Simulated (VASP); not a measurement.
The cell holds one K (bcc) (111) slab, with vacuum along c, ions free to move until forces fall under 0.03 eV/Å, no reconstruction beyond this cell, dipole correction on.

```
CELL_PARAMETERS angstrom
      7.36761     0.00000     0.00000
     -3.68380     6.38054     0.00000
      0.00000     0.00000    23.82369
ATOMIC_POSITIONS crystal
  K  0.33333 0.66667 0.35279
  K  0.00000 0.00000 0.40990
  K  0.66667 0.33333 0.45726
  K  0.33333 0.66667 0.54274
  K  0.00000 0.00000 0.59010
  K  0.66667 0.33333 0.64721
```

All values below come from PBEsol GGA, VASP's PBE PAW potentials (set 64) (plane waves; VASP). Numerical set-up: 400 eV cut-off, 5×5×1 Γ-centred mesh, first-order Methfessel-Paxton smearing of 0.10 eV, potentials K_sv.

Slab and bulk use different k-meshes, so the surface energy is good to a few per cent at best.

surface energy: 10 meV/Å^2
work function: 2.13 eV
band gap (on the k-mesh): none (metal, semimetal or under 0.01 eV)

The cell is a thin slab with vacuum, built from K (bcc): (111) face.
